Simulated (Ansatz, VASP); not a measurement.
# Cross-check of Ta between VASP and Ansatz

Wanted: the spread between two codes on one cell, functional and k mesh. The cell is taken from a series of runs on this material, whose earlier steps may have relaxed, scaled, displaced or heated it; both programs get it as it stands.

Program: Ansatz 0.2.0. Level of theory: plane waves, with VASP 6.6.1 beside it; elastic constants at LDA. Results are calculated unless marked as measured.

## 1. Starting point

The structure is cubic, space group Im-3m (No. 229). The conventional cell has a = 3.253 Å, b = 3.253 Å, c = 3.253 Å, α = 90.00°, β = 90.00°, γ = 90.00°. Nearest to Ta lie 8 Ta at 2.82 Å.

Structure file:

```
Ta
1.0
    -1.62642    1.62642    1.62642
     1.62642   -1.62642    1.62642
     1.62642    1.62642   -1.62642
Ta
1
Direct
  0.00000 0.00000 0.00000
```

## 2. VASP: elastic constants, LDA

Elastic constants are differences of stresses under small strains, so they test the stress and the mesh.

Lines of VASP's logs that name or quote its potential files are left out, and so is its time.

File INCAR:

```
SYSTEM = Ta
PREC = Accurate
ENCUT = 500
EDIFF = 1E-08
NELM = 120
ISMEAR = 0
SIGMA = 0.1
LREAL = .FALSE.
ALGO = Normal
GGA = CA
NBANDS = 11
LASPH = .TRUE.
LORBIT = 11
LWAVE = .FALSE.
LCHARG = .FALSE.
ISIF = 3
IBRION = 6
NFREE = 2
POTIM = 0.015
NSW = 1
GGA_COMPAT = .FALSE.
KPAR = 2
```

File POSCAR:

```
Ta
1.0
   -1.6264192134      1.6264192134      1.6264192134
    1.6264192134     -1.6264192134      1.6264192134
    1.6264192134      1.6264192134     -1.6264192134
Ta
1
Direct
    0.0000000000      0.0000000000      0.0000000000
```

File KPOINTS:

```
Automatic mesh
0
Gamma
22 22 22
0 0 0
```

PAW data sets: Ta_pv (LDA family, release 64).

Command:

```sh
mpirun -np 2 vasp_std
```

Numbers of over 12 decimals in the logs are rounded to 6 here.

Output:

```text
[banner, memory and clock lines left out]
running    2 mpi-ranks, on    1 nodes
 distrk:  each k-point on    1 cores,    2 groups
 distr:  one band on    1 cores,    1 groups

 POSCAR found type information on POSCAR Ta
 POSCAR found :  1 types and       1 ions
 LDA part: xc-table for (Slater(with rela. corr.)+CA(PZ))
 , standard interpolation
 POSCAR, INCAR and KPOINTS ok, starting setup
 FFT: planning ... GRIDC
 FFT: planning ... GRID_SOFT
 FFT: planning ... GRID
 WAVECAR not read
 entering main loop
       N       E                     dE             d eps       ncg     rms          rms(c)
DAV:   1     0.548767928815E+02    0.54877E+02   -0.61242E+03  7232   0.932E+02
DAV:   2    -0.123668657855E+02   -0.67244E+02   -0.65675E+02  8033   0.245E+02
DAV:   3    -0.132907153221E+02   -0.92385E+00   -0.91184E+00  8762   0.275E+01
DAV:   4    -0.132937279751E+02   -0.30127E-02   -0.30117E-02  8011   0.163E+00
DAV:   5    -0.132937393456E+02   -0.11371E-04   -0.11370E-04  8530   0.975E-02    0.146E+01
DAV:   6    -0.129401424758E+02    0.35360E+00   -0.30436E-01  8233   0.590E+00    0.710E+00
DAV:   7    -0.128322342729E+02    0.10791E+00   -0.26050E-01  8248   0.503E+00    0.361E-01
DAV:   8    -0.128305214885E+02    0.17128E-02   -0.74402E-03  8427   0.776E-01    0.679E-02
DAV:   9    -0.128305092751E+02    0.12213E-04   -0.72855E-05  8315   0.843E-02    0.216E-02
DAV:  10    -0.128305086948E+02    0.58032E-06   -0.39749E-06  8315   0.220E-02    0.494E-03
DAV:  11    -0.128305086403E+02    0.54499E-07   -0.23484E-07  8012   0.524E-03    0.931E-04
DAV:  12    -0.128305086392E+02    0.11260E-08   -0.78383E-09  5482   0.948E-04
   1 F= -.12830509E+02 E0= -.12827290E+02  d E =-.643751E-02
[... from here on, the cycles between the ionic steps are left out ...]
   2 F= -.12828275E+02 E0= -.12824945E+02  d E =-.665949E-02
   3 F= -.12825373E+02 E0= -.12822180E+02  d E =-.638446E-02
   4 F= -.12828275E+02 E0= -.12824945E+02  d E =-.665947E-02
   6 F= -.12828275E+02 E0= -.12824945E+02  d E =-.665947E-02
   7 F= -.12825373E+02 E0= -.12822180E+02  d E =-.638446E-02
   8 F= -.12829655E+02 E0= -.12826440E+02  d E =-.642966E-02
   9 F= -.12829655E+02 E0= -.12826440E+02  d E =-.642961E-02
  10 F= -.12829655E+02 E0= -.12826440E+02  d E =-.642964E-02
  11 F= -.12829655E+02 E0= -.12826440E+02  d E =-.642961E-02
  12 F= -.12829655E+02 E0= -.12826440E+02  d E =-.642964E-02
  13 F= -.12829655E+02 E0= -.12826440E+02  d E =-.642961E-02
  14 F= -.12830509E+02 E0= -.12827290E+02  d E =-.643751E-02
 Finite differences progress:
  Degree of freedom:   7/  7
  Displacement:        1/  2
  Total:              13/ 14
 bond charge predicted
       N       E                     dE             d eps       ncg     rms          rms(c)
DAV:   1    -0.128187147863E+02    0.11794E-01   -0.25750E+00  7440   0.178E+01    0.135E-01
DAV:   2    -0.128308705409E+02   -0.12156E-01   -0.13104E-01  7333   0.366E+00    0.836E-02
DAV:   3    -0.128305015251E+02    0.36902E-03   -0.11300E-03  8216   0.349E-01    0.843E-03
DAV:   4    -0.128305076665E+02   -0.61415E-05   -0.78378E-05  7744   0.902E-02    0.383E-03
DAV:   5    -0.128305087932E+02   -0.11267E-05   -0.12081E-06  8364   0.111E-02    0.102E-03
DAV:   6    -0.128305090694E+02   -0.27611E-06   -0.56329E-08  8097   0.250E-03    0.152E-04
DAV:   7    -0.128305091214E+02   -0.52052E-07   -0.17042E-09  4750   0.452E-04    0.105E-05
DAV:   8    -0.128305091199E+02    0.15395E-08   -0.15408E-10  3995   0.144E-04
  15 F= -.12830509E+02 E0= -.12827290E+02  d E =-.643751E-02
 Finite differences progress:
  Degree of freedom:   7/  7
  Displacement:        2/  2
  Total:              14/ 14
```

OUTCAR, selected parts (step 2):

```text
ion  position               nearest neighbor table
   1  0.000  0.000  0.000-

  LATTYP: Found a body centered cubic cell.
 ALAT       =     3.2528384268

 Subroutine GETGRP returns: Found 48 space group operations
 (whereof 48 operations were pure point group operations)

The static configuration has the point symmetry O_h .

 Found    328 irreducible k-points:

   k-points           NKPTS =    328   k-points in BZ     NKDIM =    328   number of bands    NBANDS=     11

   dimension x,y,z NGX =    24 NGY =   24 NGZ =   24
   dimension x,y,z NGXF=    48 NGYF=   48 NGZF=   48

   ENCUT  =  500.0 eV  36.75 Ry    6.06 a.u.   5.14  5.14  5.14*2*pi/ulx,y,z

   NELECT =      11.0000    total number of electrons

 k-points in reciprocal lattice and weights: Automatic mesh
   0.00000000  0.00000000  0.00000000       0.000
   0.04545455  0.00000000  0.00000000       0.001
   0.09090909  0.00000000  0.00000000       0.001
   0.13636364  0.00000000  0.00000000       0.001
   0.18181818  0.00000000  0.00000000       0.001
   0.22727273  0.00000000  0.00000000       0.001
   0.27272727  0.00000000  0.00000000       0.001
   0.31818182  0.00000000  0.00000000       0.001
   0.36363636  0.00000000  0.00000000       0.001
[...]
0.50000000  0.50000000  0.45454545       0.001
   0.50000000  0.50000000  0.50000000       0.000

 average (electrostatic) potential at core
       1 -36.3211

 E-fermi :   5.7783

 k-point     1 :       0.0000    0.0000    0.0000
  band No.  band energies     occupation
      1     -26.9347      2.00000
      2     -26.9347      2.00000
      3     -26.9347      2.00000
      4      -2.2282      2.00000
      5       6.4517      0.00000
      6       6.4517      0.00000
      7       6.4517      0.00000
      8       9.8752      0.00000
      9       9.8752      0.00000
    ...

 k-point     2 :       0.0455    0.0000    0.0000
  band No.  band energies     occupation
      1     -26.9657      2.00000
      2     -26.9440      2.00000
      3     -26.9349      2.00000
      4      -2.1291      2.00000
      5       6.3871      0.00000
      6       6.4354      0.00000
      7       6.5483      0.00000
      8       9.7649      0.00000
      9       9.8749      0.00000
    ...

 k-point     3 :       0.0909    0.0000    0.0000
  band No.  band energies     occupation
      1     -27.0555      2.00000
      2     -26.9714      2.00000
      3     -26.9355      2.00000
      4      -1.8393      2.00000
      5       6.2044      0.00000
      6       6.3711      0.00000
      7       6.8361      0.00000
      8       9.5053      0.00000
      9       9.8778      0.00000
    ...

  Total        0.0888280      0.0888280      0.0888280      0.0000000     -0.0000000      0.0000000
  in kB        8.2699551      8.2699551      8.2699551      0.0000000     -0.0000000      0.0000000
  external PRESSURE =       8.2699551 kB  Pullay stress =       0.0000000 kB

  energy-cutoff  :      500.00
  volume of cell :       17.21
      direct lattice vectors                 reciprocal lattice vectors
    -1.626419213  1.626419213  1.626419213     0.000000000  0.307423815  0.307423815
     1.626419213 -1.626419213  1.626419213     0.307423815  0.000000000  0.307423815
     1.626419213  1.626419213 -1.626419213     0.307423815  0.307423815  0.000000000

 POSITION                                       TOTAL-FORCE (eV/Angst)
 -----------------------------------------------------------------------------------
     -0.01500      0.00000      0.00000         0.000000     -0.000000     -0.000000
 -----------------------------------------------------------------------------------
    total drift:                                0.000005      0.000000      0.000000

  FREE ENERGIE OF THE ION-ELECTRON SYSTEM (eV)
  ---------------------------------------------------
  free  energy   TOTEN  =       -12.8305091199 eV

  energy  without entropy=      -12.8240716114  energy(sigma->0) =      -12.82729037

  SYMMETRIZED ELASTIC MODULI (kBar)
 Direction    XX          YY          ZZ          XY          YZ          ZX
 --------------------------------------------------------------------------------
 XX        3027.4096   1777.9528   1777.9528      0.0000      0.0000     -0.0000
 YY        1777.9528   3027.4096   1777.9528     -0.0000      0.0000      0.0000
 ZZ        1777.9528   1777.9528   3027.4096      0.0000     -0.0000     -0.0000
 XY           0.0000     -0.0000      0.0000    711.6740     -0.0000      0.0000
 YZ           0.0000      0.0000     -0.0000     -0.0000    711.6740      0.0000
 ZX          -0.0000      0.0000     -0.0000      0.0000      0.0000    711.6740
 --------------------------------------------------------------------------------

 Eigenvectors and eigenvalues of the dynamical matrix
 ----------------------------------------------------

   1 f  =    0.000000 THz     0.000000 2PiTHz    0.000000 cm-1     0.000000 meV
             X         Y         Z           dx          dy          dz
      0.000000  0.000000  0.000000     0.894427    0.447214    0.000000

   2 f  =    0.000000 THz     0.000000 2PiTHz    0.000000 cm-1     0.000000 meV
             X         Y         Z           dx          dy          dz
      0.000000  0.000000  0.000000     0.000000    0.000000    1.000000

   3 f  =    0.000000 THz     0.000000 2PiTHz    0.000000 cm-1     0.000000 meV
             X         Y         Z           dx          dy          dz
      0.000000  0.000000  0.000000     0.447214   -0.894427    0.000000

 ELASTIC MODULI CONTR FROM IONIC RELAXATION (kBar)
 Direction    XX          YY          ZZ          XY          YZ          ZX
 --------------------------------------------------------------------------------
 XX           0.0000      0.0000      0.0000      0.0000      0.0000      0.0000
 YY           0.0000      0.0000      0.0000      0.0000      0.0000      0.0000
 ZZ           0.0000      0.0000      0.0000      0.0000      0.0000      0.0000
 XY           0.0000      0.0000      0.0000      0.0000      0.0000      0.0000
 YZ           0.0000      0.0000      0.0000      0.0000      0.0000      0.0000
 ZX           0.0000      0.0000      0.0000      0.0000      0.0000      0.0000
 --------------------------------------------------------------------------------

 TOTAL ELASTIC MODULI (kBar)
 Direction    XX          YY          ZZ          XY          YZ          ZX
 --------------------------------------------------------------------------------
 XX        3027.4096   1777.9528   1777.9528      0.0000      0.0000     -0.0000
 YY        1777.9528   3027.4096   1777.9528     -0.0000      0.0000      0.0000
 ZZ        1777.9528   1777.9528   3027.4096      0.0000     -0.0000     -0.0000
 XY           0.0000     -0.0000      0.0000    711.6740     -0.0000      0.0000
 YZ           0.0000      0.0000     -0.0000     -0.0000    711.6740      0.0000
 ZX          -0.0000      0.0000     -0.0000      0.0000      0.0000    711.6740
 --------------------------------------------------------------------------------

 total charge
# of ion       s       p       d       tot
------------------------------------------
    1        0.382   6.172   2.493   9.047

[... 3 further parts left out ...]
```

CONTCAR:

```
Ta
   1.00000000000000
    -1.6264192134000000    1.6264192134000000    1.6264192134000000
     1.6264192134000000   -1.6264192134000000    1.6264192134000000
     1.6264192134000000    1.6264192134000000   -1.6264192134000000
  Ta
     1
Direct
     0.0000000000000000   -0.0046113572307852   -0.0046113572307852
```

This run has no spin polarisation. Its electron count is odd, so without a moment it is a metal by construction. The last energy, forces, stress and levels in OUTCAR belong to the last displaced cell, not to the cell of POSCAR.

Levels, forces or a CONTCAR printed for this step are those of its last displaced cell, not of the structure at rest.

(Continued in part 2 of 2.)

[Lines on the potential files, build, host, timing and source positions are cut from VASP's logs without a mark.]

[Logs are printed without paths, hosts, clocks, repeated set-up lines and the standing remarks that a program may print on its own settings, such as how far it seeks lower states.]

[Hosts, paths, dates, database ids (printed as entryN), source tags and the programs' standing remarks are cut or masked in the printed files.]
